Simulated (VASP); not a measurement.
All values below come from PBE GGA, VASP's PBE PAW potentials (set 64) (plane waves; VASP 6.6.1).

A VASP calculation is set up with these files.

**POSCAR**
```
MnO2
1.0
  4.4218962974   0.0000000000   0.0000000000
  0.0000000000   4.4218962974   0.0000000000
  0.0000000000   0.0000000000   2.8838412983
Mn O
2 4
direct
  0.0000000000   0.0000000000   0.0000000000
  0.5000000000   0.5000000000   0.5000000000
  0.3044291845   0.3044291845   0.0000000000
  0.8044291845   0.1955708155   0.5000000000
  0.1955708155   0.8044291845   0.5000000000
  0.6955708155   0.6955708155   0.0000000000
```

KPOINTS:
```
Automatic mesh
0
Gamma
6 6 10
0 0 0
```

### INCAR
```
NELM = 100   ! most electronic steps
LWAVE = F
LREAL = F   ! projection in real space or not
EDIFF = 1E-6
LASPH = T   ! aspherical one-centre terms
ISMEAR = 1
SIGMA = 0.1   ! width (eV)
LMAXMIX = 4
SYSTEM = MnO2
NSW = 60   ! most ionic steps
LCHARG = F
MAGMOM = 3.0 -3.0 4*0.0
ALGO = Normal
GGA = PE
LORBIT = 10
ISIF = 3   ! ions, shape and volume
ENCUT = 520   ! plane-wave cut-off (eV)
PREC = Accurate
IBRION = 2
EDIFFG = -0.02   ! ionic stop
ISPIN = 2   ! spin-polarised
```

POTCAR, in this order: Mn_pv O (PBE.64 set). Program: vasp_std.

Output

**OUTCAR**
```
 ion  position               nearest neighbor table
   1  0.000  0.000  0.000-   4 1.89   5 1.89   4 1.89   5 1.89   3 1.90   6 1.90
   2  0.500  0.500  0.500-   3 1.89   6 1.89   3 1.89   6 1.89   5 1.90   4 1.90
   3  0.304  0.304  0.000-   2 1.89   2 1.89   1 1.90
   4  0.804  0.196  0.500-   1 1.89   1 1.89   2 1.90
   5  0.196  0.804  0.500-   1 1.89   1 1.89   2 1.90
   6  0.696  0.696  0.000-   2 1.89   2 1.89   1 1.90
  LATTYP: Found a simple tetragonal cell.
 ALAT       =     4.4218962974
 C/A-ratio  =     0.6521729829
 Subroutine PRICEL returns:
 Original cell was already a primitive cell.
 Subroutine GETGRP returns: Found 16 space group operations
The static configuration has the point symmetry D_2h.
 The point group associated with its full space group is D_4h.
The dynamic configuration has the point symmetry D_2h.
The overall configuration has the point symmetry D_2h.
 Subroutine INISYM returns: Found 16 space group operations
 Subroutine IBZKPT returns following result:
 Found     60 irreducible k-points:

 Following reciprocal coordinates:
            Coordinates               Weight
  0.000000  0.000000  0.000000      1.000000
  0.166667  0.000000  0.000000      4.000000
...
```

OSZICAR:
```
       N       E                     dE             d eps       ncg     rms          rms(c)
DAV:   1     0.646303696425E+03    0.64630E+03   -0.28772E+04  7400   0.201E+03
DAV:   2     0.204296399437E+02   -0.62587E+03   -0.58996E+03  7698   0.567E+02
DAV:   3    -0.610252575213E+02   -0.81455E+02   -0.79389E+02  9250   0.192E+02
DAV:   4    -0.642127806582E+02   -0.31875E+01   -0.29476E+01  8216   0.343E+01
DAV:   5    -0.642692951717E+02   -0.56515E-01   -0.56456E-01  7546   0.525E+00    0.433E+01
DAV:   6    -0.599238139520E+02    0.43455E+01   -0.17736E+02  9262   0.120E+02    0.568E+01
DAV:   7    -0.503883837343E+02    0.95354E+01   -0.14062E+02  9410   0.124E+02    0.200E+01
DAV:   8    -0.483800164979E+02    0.20084E+01   -0.91075E+00  7726   0.286E+01    0.867E+00
DAV:   9    -0.479085222602E+02    0.47149E+00   -0.22447E+00  9682   0.155E+01    0.331E+00
DAV:  10    -0.479262124060E+02   -0.17690E-01   -0.22354E-01  7566   0.379E+00    0.178E+00
DAV:  11    -0.479195865344E+02    0.66259E-02   -0.33284E-02  7914   0.195E+00    0.440E-01
DAV:  12    -0.479201026386E+02   -0.51610E-03   -0.36767E-03  7974   0.692E-01    0.235E-01
DAV:  13    -0.479200374019E+02    0.65237E-04   -0.29145E-04  8656   0.204E-01    0.912E-02
DAV:  14    -0.479200232784E+02    0.14123E-04   -0.72639E-05  8218   0.105E-01    0.355E-02
DAV:  15    -0.479200197880E+02    0.34905E-05   -0.94462E-05  7620   0.131E-01    0.241E-02
DAV:  16    -0.479200178022E+02    0.19858E-05   -0.17262E-05  7614   0.587E-02    0.749E-03
DAV:  17    -0.479200178596E+02   -0.57410E-07   -0.19336E-06  5654   0.186E-02
   1 F= -.47920018E+02 E0= -.47919812E+02  d E =-.479200E+02  mag=    -0.0000
       N       E                     dE             d eps       ncg     rms          rms(c)
DAV:   1    -0.479238629609E+02   -0.38452E-02   -0.16048E-01  7200   0.324E+00    0.489E-01
DAV:   2    -0.479218288334E+02    0.20341E-02   -0.86752E-03  8428   0.117E+00    0.386E-01
DAV:   3    -0.479212117371E+02    0.61710E-03   -0.41396E-03  9978   0.865E-01    0.226E-01
DAV:   4    -0.479207044641E+02    0.50727E-03   -0.13160E-03  9378   0.399E-01    0.870E-02
DAV:   5    -0.479207120228E+02   -0.75587E-05   -0.15040E-04  7530   0.112E-01    0.399E-02
DAV:   6    -0.479207090834E+02    0.29394E-05   -0.76687E-06  8414   0.264E-02    0.201E-02
DAV:   7    -0.479207089030E+02    0.18040E-06   -0.35618E-06  7456   0.198E-02
   2 F= -.47920709E+02 E0= -.47920512E+02  d E =-.691043E-03  mag=     0.0000
       N       E                     dE             d eps       ncg     rms          rms(c)
DAV:   1    -0.479207903356E+02   -0.81252E-04   -0.34365E-03  7200   0.475E-01    0.713E-02
DAV:   2    -0.479207466911E+02    0.43644E-04   -0.18784E-04  8346   0.172E-01    0.564E-02
DAV:   3    -0.479207336232E+02    0.13068E-04   -0.88254E-05  9964   0.127E-01    0.330E-02
DAV:   4    -0.479207228133E+02    0.10810E-04   -0.27640E-05  9412   0.578E-02    0.127E-02
DAV:   5    -0.479207230214E+02   -0.20808E-06   -0.31902E-06  6604   0.163E-02
   3 F= -.47920723E+02 E0= -.47920528E+02  d E =-.705162E-03  mag=     0.0000
       N       E                     dE             d eps       ncg     rms          rms(c)
DAV:   1    -0.479207290200E+02   -0.62067E-05   -0.29165E-04  7200   0.138E-01    0.216E-02
DAV:   2    -0.479207251510E+02    0.38690E-05   -0.16731E-05  8512   0.512E-02    0.170E-02
DAV:   3    -0.479207239959E+02    0.11551E-05   -0.80034E-06  8346   0.382E-02    0.101E-02
DAV:   4    -0.479207229740E+02    0.10219E-05   -0.23091E-06  5534   0.175E-02    0.428E-03
DAV:   5    -0.479207230058E+02   -0.31862E-07   -0.42334E-07  3600   0.593E-03
   4 F= -.47920723E+02 E0= -.47920528E+02  d E =-.705146E-03  mag=     0.0000
       N       E                     dE             d eps       ncg     rms          rms(c)
DAV:   1    -0.479212527479E+02   -0.52977E-03   -0.52415E-02  7200   0.188E+00    0.241E-01
DAV:   2    -0.479212664900E+02   -0.13742E-04   -0.61437E-03  8688   0.105E+00    0.283E-01
DAV:   3    -0.479207986375E+02    0.46785E-03   -0.19985E-03  8986   0.588E-01    0.679E-02
DAV:   4    -0.479207785202E+02    0.20117E-04   -0.26731E-04  7816   0.118E-01    0.319E-02
DAV:   5    -0.479207736866E+02    0.48336E-05   -0.20447E-05  9676   0.399E-02    0.165E-02
DAV:   6    -0.479207729484E+02    0.73821E-06   -0.55096E-06  6240   0.251E-02
   5 F= -.47920773E+02 E0= -.47920580E+02  d E =-.499425E-04  mag=     0.0000
```

OUTCAR:
```
------------------------ aborting loop because EDIFF is reached ----------------------------------------
  FORCE on cell =-STRESS in cart. coord.  units (eV):
  Direction    XX          YY          ZZ          XY          YZ          ZX
  --------------------------------------------------------------------------------------
  Total       -0.0426493     -0.0426493     -0.0513832      0.0000000      0.0000000      0.0000000
  in kB       -1.2104912     -1.2104912     -1.4583831      0.0000000      0.0000000      0.0000000
  external PRESSURE =      -1.2931218 kB  Pullay stress =       0.0000000 kB
  volume of cell :       56.45
      direct lattice vectors                 reciprocal lattice vectors
     4.431129254 -0.000000000  0.000000000     0.225676107 -0.000000000  0.000000000
     0.000000000  4.431129254  0.000000000     0.000000000  0.225676107  0.000000000
     0.000000000  0.000000000  2.874959012     0.000000000  0.000000000  0.347831046
 POSITION                                       TOTAL-FORCE (eV/Angst)
 -----------------------------------------------------------------------------------
      0.00000      0.00000      0.00000         0.000000      0.000000      0.000000
      2.21556      2.21556      1.43748         0.000000      0.000000      0.000000
      1.34819      1.34819      0.00000         0.004134      0.004134      0.000000
      3.56376      0.86737      1.43748         0.004134     -0.004134      0.000000
      0.86737      3.56376      1.43748        -0.004134      0.004134      0.000000
      3.08293      3.08293      2.87496        -0.004134     -0.004134      0.000000
 -----------------------------------------------------------------------------------
    total drift:                               -0.000000     -0.000000      0.000000
  FREE ENERGIE OF THE ION-ELECTRON SYSTEM (eV)
  ---------------------------------------------------
  free  energy   TOTEN  =       -47.9207729484 eV

  energy  without entropy=      -47.9201930328  energy(sigma->0) =      -47.92057964

 total charge

# of ion       s       p       d       tot
------------------------------------------
    1        0.346   6.452   4.899  11.697
    2        0.346   6.452   4.899  11.697
    3        1.569   3.450   0.000   5.019
    4        1.569   3.450   0.000   5.019
    5        1.569   3.450   0.000   5.019
    6        1.569   3.450   0.000   5.019
--------------------------------------------------
tot          6.968  26.703   9.799  43.470

 magnetization (x)

# of ion       s       p       d       tot
------------------------------------------
    1        0.013   0.021   2.488   2.522
    2       -0.013  -0.021  -2.488  -2.522
    3       -0.001  -0.048   0.000  -0.049
    4        0.001   0.048   0.000   0.049
    5        0.001   0.048   0.000   0.049
    6       -0.001  -0.048   0.000  -0.049
--------------------------------------------------
tot          0.000   0.000   0.000   0.000

 reached required accuracy - stopping structural energy minimisation
```
(Selected blocks of OUTCAR.)

**CONTCAR**
```
MnO2
   1.00000000000000
     4.4311292540517719   -0.0000000000000000    0.0000000000000000
     0.0000000000000000    4.4311292540517719    0.0000000000000000
     0.0000000000000000    0.0000000000000000    2.8749590120636048
  Mn              O
     2     4
Direct
     0.0000000000000000    0.0000000000000000    0.0000000000000000
     0.5000000000000000    0.5000000000000000    0.5000000000000000
     0.3042553647507881    0.3042553647507881    0.0000000000000000
     0.8042553647507883    0.1957446352492119    0.5000000000000000
     0.1957446352492119    0.8042553647507883    0.5000000000000000
     0.6957446352492117    0.6957446352492117    1.0000000000000000
```

The compound is MnO2 in the rutile structure. This run relaxes it. Symmetry was kept, so distortions that lower it aren't found. The start is the result of an earlier pass.
